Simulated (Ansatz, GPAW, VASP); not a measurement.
## One calculation of K3Ge, 3 ways

```
Ge K
1.0
     0.00000    4.31101    4.31101
     4.31101    0.00000    4.31101
     4.31101    4.31101    0.00000
Ge K
1 3
Direct
  0.00000 0.00000 0.00000
  0.50000 0.50000 0.50000
  0.75000 0.75000 0.75000
  0.25000 0.25000 0.25000
```

The cell comes from a database or a generator and needn't be the stable form of this composition.

Alike in all runs: task single point; functional PBE; k mesh 6 × 6 × 6; occupations fermi-dirac, width 0.05 eV; no spin polarisation; no spin-orbit coupling. Pressure is positive in compression and, in plane waves, holds the error of the finite cutoff, which Ansatz's Pulay term estimates and takes out.

```json
{"program and potentials": "Ansatz, Ansatz PAW", "plane-wave cutoff (eV)": "420", "notes": "10.25 valence electrons an atom on average", "band gap (eV)": "no gap", "pressure (GPa)": "0.05"}
{"program and potentials": "GPAW, GPAW PAW data sets (gpaw-data 1.2.1)", "plane-wave cutoff (eV)": "600", "notes": "7.75 valence electrons an atom on average", "band gap (eV)": "no gap", "pressure (GPa)": "0.03"}
{"program and potentials": "VASP, PBE PAW files Ge_d, K_sv, 520 eV", "plane-wave cutoff (eV)": "520", "notes": "10.25 valence electrons an atom on average", "band gap (eV)": "no gap", "pressure (GPa)": "0.04"}
```

None finds a gap. The pressure spans 0.03 (GPAW, GPAW PAW data sets (gpaw-data 1.2.1)) to 0.05 GPa (Ansatz, Ansatz PAW).

The functional is the same throughout but for its coding, so the spread measures potentials, basis and numerics; runs on potential files found faulty are left out.
